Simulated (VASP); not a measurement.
These are PBEsol GGA, VASP's PBE PAW potentials (set 64) (plane waves; VASP) values and carry that method's errors.

Input for VASP

### POSCAR
```
Bi
1
    0.0000000000     2.4748667387     2.4748667387
    2.4748667387     0.0000000000     2.4748667387
    2.4748667387     2.4748667387     0.0000000000
Bi
1
Direct
  0.0000000000   0.0000000000   0.0000000000
```

KPOINTS:
```
Automatic mesh
0
Gamma
12 12 12
0 0 0
```

### INCAR
```
! general
SYSTEM  = Bi
PREC    = Accurate
ENCUT   = 480
LREAL   = F
LASPH   = T

! electronic loop
EDIFF   = 1E-7
NELM    = 100
ALGO    = Normal
LMAXMIX = 4

! smearing
ISMEAR  = 1
SIGMA   = 0.1

! functional
GGA     = PS

! ions
ISIF    = 2

! output
LWAVE   = F
LCHARG  = F
```

POTCAR, in this order: Bi_d (PBE.64 set). Program: vasp_std.

What VASP printed:

**OSZICAR**
```
       N       E                     dE             d eps       ncg     rms          rms(c)
DAV:   1     0.102026055551E+03    0.10203E+03   -0.78042E+03  1593   0.150E+03
DAV:   2     0.896936779055E+00   -0.10113E+03   -0.99129E+02  1647   0.344E+02
DAV:   3    -0.405618494539E+01   -0.49531E+01   -0.48709E+01  1836   0.854E+01
DAV:   4    -0.417276134780E+01   -0.11658E+00   -0.11654E+00  1921   0.143E+01
DAV:   5    -0.417718902117E+01   -0.44277E-02   -0.44275E-02  1963   0.245E+00    0.463E-01
DAV:   6    -0.416983604184E+01    0.73530E-02   -0.11453E-02  1916   0.177E+00    0.263E-01
DAV:   7    -0.416784024110E+01    0.19958E-02   -0.71073E-03  1860   0.134E+00    0.819E-02
DAV:   8    -0.416777524373E+01    0.64997E-04   -0.42483E-04  1871   0.402E-01    0.938E-03
DAV:   9    -0.416777379775E+01    0.14460E-05   -0.10419E-05  2090   0.529E-02    0.461E-03
DAV:  10    -0.416777357586E+01    0.22189E-06   -0.94276E-07  1985   0.110E-02    0.497E-04
DAV:  11    -0.416777355397E+01    0.21893E-07   -0.51013E-08  1017   0.387E-03
   1 F= -.41677736E+01 E0= -.41676921E+01  d E =-.244312E-03
```

### OUTCAR
```
------------------------ aborting loop because EDIFF is reached ----------------------------------------
  FORCE on cell =-STRESS in cart. coord.  units (eV):
  Direction    XX          YY          ZZ          XY          YZ          ZX
  --------------------------------------------------------------------------------------
  Total       -0.0686934     -0.0686934     -0.0686934     -0.0000000     -0.0000000      0.0000000
  in kB       -3.6302788     -3.6302788     -3.6302788     -0.0000000     -0.0000000      0.0000000
  external PRESSURE =      -3.6302788 kB  Pullay stress =       0.0000000 kB
  volume of cell :       30.32
      direct lattice vectors                 reciprocal lattice vectors
     0.000000000  2.474866739  2.474866739    -0.202031080  0.202031080  0.202031080
     2.474866739  0.000000000  2.474866739     0.202031080 -0.202031080  0.202031080
     2.474866739  2.474866739  0.000000000     0.202031080  0.202031080 -0.202031080
 POSITION                                       TOTAL-FORCE (eV/Angst)
 -----------------------------------------------------------------------------------
      0.00000      0.00000      0.00000         0.000000     -0.000000      0.000000
 -----------------------------------------------------------------------------------
    total drift:                               -0.000000     -0.000000     -0.000000
  FREE ENERGIE OF THE ION-ELECTRON SYSTEM (eV)
  ---------------------------------------------------
  free  energy   TOTEN  =        -4.1677735540 eV

  energy  without entropy=       -4.1675292422  energy(sigma->0) =       -4.16769212
```
(Selected blocks of OUTCAR.)

The structure was generated: Bi was put into the fcc type (Fm-3m), which need not be its known phase. It was relaxed first.
